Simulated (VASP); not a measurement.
Computed with r2SCAN meta-GGA, VASP's PBE PAW potentials (set 64) (plane waves; VASP).

VASP ran on this input.

**INCAR**
```
SYSTEM = Ge2Pd
PREC = Accurate; ENCUT = 400; LREAL = .False.
LASPH = .True.
EDIFF = 1E-6; NELM = 100; ALGO = Normal
LMAXMIX = 4; LMIXTAU = .True.
ISMEAR = 1; SIGMA = 0.1
METAGGA = R2SCAN
IBRION = 2; NSW = 60; ISIF = 3
EDIFFG = -0.02
LWAVE = .False.; LCHARG = .False.
```

### POSCAR
```
Ge2Pd
1
    4.5448380471    -0.0000000258     0.0000000000
   -2.2724185385     3.9359449619     0.0000000000
   -0.0000000000    -0.0000000000     2.7438037316
Pd Ge
1 2
Direct
  0.0000000000   0.0000000000   0.0000000000
  0.3333330000   0.6666670000   0.5000000000
  0.6666670000   0.3333330000   0.5000000000
```

### KPOINTS
```
Automatic mesh
0
Gamma
7 7 10
0 0 0
```

POTCAR, in this order: Pd Ge_d (PBE.64 set). Program: vasp_std.

Output of the run:

**OSZICAR**
```
       N       E                     dE             d eps       ncg     rms          rms(c)
DAV:   1     0.232662224181E+03    0.23266E+03   -0.16977E+04  2610   0.393E+03
DAV:   2    -0.187762321862E+02   -0.25144E+03   -0.24657E+03  2271   0.721E+02
DAV:   3    -0.544614578535E+02   -0.35685E+02   -0.35348E+02  2509   0.166E+02
DAV:   4    -0.556224785284E+02   -0.11610E+01   -0.11552E+01  2517   0.341E+01
DAV:   5    -0.556514289080E+02   -0.28950E-01   -0.28948E-01  2943   0.543E+00    0.678E+00
DAV:   6    -0.500712096484E+02    0.55802E+01   -0.58668E+00  2229   0.214E+01    0.608E+00
DAV:   7    -0.499000951828E+02    0.17111E+00   -0.71864E-01  2386   0.668E+00    0.289E+00
DAV:   8    -0.499028154389E+02   -0.27203E-02   -0.38885E-01  2503   0.428E+00    0.801E-01
DAV:   9    -0.499114190632E+02   -0.86036E-02   -0.89811E-02  2413   0.222E+00    0.224E-01
DAV:  10    -0.499146886521E+02   -0.32696E-02   -0.95014E-03  2362   0.538E-01    0.738E-02
DAV:  11    -0.499136824433E+02    0.10062E-02   -0.62467E-03  2404   0.475E-01    0.610E-02
DAV:  12    -0.499157604611E+02   -0.20780E-02   -0.22334E-03  2383   0.261E-01    0.189E-02
DAV:  13    -0.499157449959E+02    0.15465E-04   -0.18608E-04  2334   0.103E-01    0.124E-02
DAV:  14    -0.499157655686E+02   -0.20573E-04   -0.24981E-05  2502   0.565E-02    0.906E-03
DAV:  15    -0.499157897540E+02   -0.24185E-04   -0.44187E-05  2069   0.407E-02    0.183E-03
DAV:  16    -0.499157914001E+02   -0.16460E-05   -0.16205E-06  1921   0.106E-02    0.166E-03
DAV:  17    -0.499157921501E+02   -0.74996E-06   -0.49351E-07  1279   0.624E-03
   1 F= -.49915792E+02 E0= -.49914598E+02  d E =-.499158E+02
       N       E                     dE             d eps       ncg     rms          rms(c)
DAV:   1    -0.503476980019E+02   -0.43191E+00   -0.63645E+00  2751   0.417E+01    0.424E+00
DAV:   2    -0.500444717458E+02    0.30323E+00   -0.16309E+00  2320   0.129E+01    0.241E+00
DAV:   3    -0.499565844088E+02    0.87887E-01   -0.34079E-01  2401   0.551E+00    0.122E+00
DAV:   4    -0.499197035504E+02    0.36881E-01   -0.85684E-02  2984   0.364E+00    0.277E-01
DAV:   5    -0.499181469636E+02    0.15566E-02   -0.12715E-02  2605   0.136E+00    0.144E-01
DAV:   6    -0.499194983900E+02   -0.13514E-02   -0.23739E-03  2306   0.339E-01    0.685E-02
DAV:   7    -0.499195538471E+02   -0.55457E-04   -0.20529E-04  2391   0.154E-01    0.276E-02
DAV:   8    -0.499195817104E+02   -0.27863E-04   -0.73534E-05  2050   0.591E-02    0.417E-03
DAV:   9    -0.499195950085E+02   -0.13298E-04   -0.22185E-05  1859   0.352E-02    0.116E-03
DAV:  10    -0.499195979347E+02   -0.29262E-05   -0.11236E-06  1701   0.107E-02    0.833E-04
DAV:  11    -0.499195964917E+02    0.14430E-05   -0.24203E-07  1202   0.479E-03    0.242E-04
DAV:  12    -0.499195980600E+02   -0.15684E-05   -0.92507E-08  1153   0.298E-03    0.115E-04
DAV:  13    -0.499195976541E+02    0.40592E-06   -0.89907E-09  1146   0.893E-04
   2 F= -.49919598E+02 E0= -.49917962E+02  d E =-.380550E-02
       N       E                     dE             d eps       ncg     rms          rms(c)
DAV:   1    -0.499837075708E+02   -0.64110E-01   -0.89121E-01  2719   0.147E+01    0.162E+00
DAV:   2    -0.499407002042E+02    0.43007E-01   -0.27012E-01  2285   0.501E+00    0.921E-01
DAV:   3    -0.499269878072E+02    0.13712E-01   -0.46372E-02  2429   0.217E+00    0.443E-01
DAV:   4    -0.499218115431E+02    0.51763E-02   -0.12325E-02  2977   0.141E+00    0.102E-01
DAV:   5    -0.499214764322E+02    0.33511E-03   -0.21234E-03  2642   0.579E-01    0.568E-02
DAV:   6    -0.499217193819E+02   -0.24295E-03   -0.34975E-04  2320   0.160E-01    0.243E-02
DAV:   7    -0.499217024139E+02    0.16968E-04   -0.69289E-05  2700   0.746E-02    0.125E-02
DAV:   8    -0.499216921193E+02    0.10295E-04   -0.21533E-05  1950   0.282E-02    0.242E-03
DAV:   9    -0.499216989480E+02   -0.68287E-05   -0.45952E-06  1866   0.167E-02    0.820E-04
DAV:  10    -0.499216973035E+02    0.16445E-05   -0.32432E-07  1223   0.563E-03    0.458E-04
DAV:  11    -0.499216983640E+02   -0.10605E-05   -0.79718E-08  1132   0.295E-03    0.166E-04
DAV:  12    -0.499216976661E+02    0.69791E-06   -0.28892E-08  1125   0.167E-03
   3 F= -.49921698E+02 E0= -.49920206E+02  d E =-.590552E-02
```

**OUTCAR**
```
------------------------ aborting loop because EDIFF is reached ----------------------------------------
  FORCE on cell =-STRESS in cart. coord.  units (eV):
  Direction    XX          YY          ZZ          XY          YZ          ZX
  --------------------------------------------------------------------------------------
  Total        0.0147861      0.0147861      0.0042266      0.0000000      0.0000000      0.0000000
  in kB        0.4736495      0.4736494      0.1353927      0.0000001      0.0000000      0.0000000
  external PRESSURE =       0.3608972 kB  Pullay stress =       0.0000000 kB
  volume of cell :       50.02
      direct lattice vectors                 reciprocal lattice vectors
     4.574717157 -0.000000022 -0.000000000     0.218592750  0.126204564 -0.000000000
    -2.287358087  3.961821024  0.000000000     0.000000001  0.252409182 -0.000000000
     0.000000000  0.000000000  2.759604895     0.000000000 -0.000000000  0.362370715
 POSITION                                       TOTAL-FORCE (eV/Angst)
 -----------------------------------------------------------------------------------
      0.00000      0.00000      0.00000        -0.000000     -0.000000      0.000000
     -0.00000      2.64122      1.37980         0.000000     -0.000000      0.000000
      2.28736      1.32061      1.37980        -0.000000      0.000000      0.000000
 -----------------------------------------------------------------------------------
    total drift:                                0.000000      0.000000      0.000000
  FREE ENERGIE OF THE ION-ELECTRON SYSTEM (eV)
  ---------------------------------------------------
  free  energy   TOTEN  =       -49.9216976661 eV

  energy  without entropy=      -49.9172212220  energy(sigma->0) =      -49.92020552

 reached required accuracy - stopping structural energy minimisation
```
(Selected blocks of OUTCAR.)

File CONTCAR:
```
Ge2Pd
   1.00000000000000
     4.5747171572896104   -0.0000000224570530   -0.0000000000000000
    -2.2873580873639741    3.9618210236486173    0.0000000000000000
     0.0000000000000000    0.0000000000000000    2.7596048947847001
  Pd              Ge
     1     2
Direct
     0.0000000000000000    0.0000000000000000    0.0000000000000000
     0.3333330000000032    0.6666669999999968    0.5000000000000000
     0.6666669999999968    0.3333330000000032    0.5000000000000000
```

The structure was generated: Ge2Pd was put into the AlB2 type (P6/mmm), which need not be its known phase. This run relaxes it. Symmetry was kept, so distortions that lower it aren't found. The start is the result of an earlier pass.
